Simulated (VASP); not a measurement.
A VASP calculation is set up with these files.

File KPOINTS:
```
Regular mesh
0
G
8 8 8
0 0 0
```

POSCAR:
```
PbS
1
    0.0000000000     3.0231828601     3.0231828601
    3.0231828601     0.0000000000     3.0231828601
    3.0231828601     3.0231828601     0.0000000000
Pb S
1 1
Direct
  0.0000000000   0.0000000000   0.0000000000
  0.5000000000   0.5000000000   0.5000000000
```

**INCAR**
```
# general
SYSTEM   =  PbS
PREC     =  Accurate
ENCUT    =  520
LREAL    =  .FALSE.
LASPH    =  .TRUE.

# electronic loop
EDIFF    =  1E-7   # SCF stop (eV)
NELM     =  100   # most electronic steps
ALGO     =  Normal   # blocked Davidson
LMAXMIX  =  4   # l cut-off of mixed one-centre charges

# smearing
ISMEAR   =  0   # Gaussian
SIGMA    =  0.05

# functional
GGA      =  PE
IVDW     =  12

# ions
ISIF     =  2

# output
LWAVE    =  .FALSE.
LCHARG   =  .FALSE.
```

POTCAR, in this order: Pb_d S (PBE.64 set). Program: vasp_std.

### Question
Write an equivalent input for Ansatz.

### Answer
One equivalent input (not run):
Ansatz 0.2 input:
```yaml
crystal:
  lattice:
    - [0.0000000, 3.0231829, 3.0231829]
    - [3.0231829, 0.0000000, 3.0231829]
    - [3.0231829, 3.0231829, 0.0000000]
  atoms:
    - { symbol: Pb, position: [0.0000000, 0.0000000, 0.0000000] }
    - { symbol: S, position: [0.5000000, 0.5000000, 0.5000000] }
kpoints:
  mp_grid: { grid: [8, 8, 8] }
hamiltonian:
  xc: pbe
  dispersion: d3bj
  pseudopotentials: { kind: paw }
scf:
  occupations: { method: gaussian, width: 0.05 }
  max_iter: 100
output: { forces: true, stress: true, eigenvalues: true }
```
The two are equivalent in intent, not identical: each code has its own PAW files, so the cut-off isn't converted (ENCUT is set for VASP's; basis.ecutwfc is left out, and Ansatz then takes the one that its files recommend); Ansatz stops its SCF on the density residual and VASP on the energy change (EDIFF).

The compound is PbS in the rock salt structure. This cell is one point of a volume scan, at 1.06 of the reference volume.
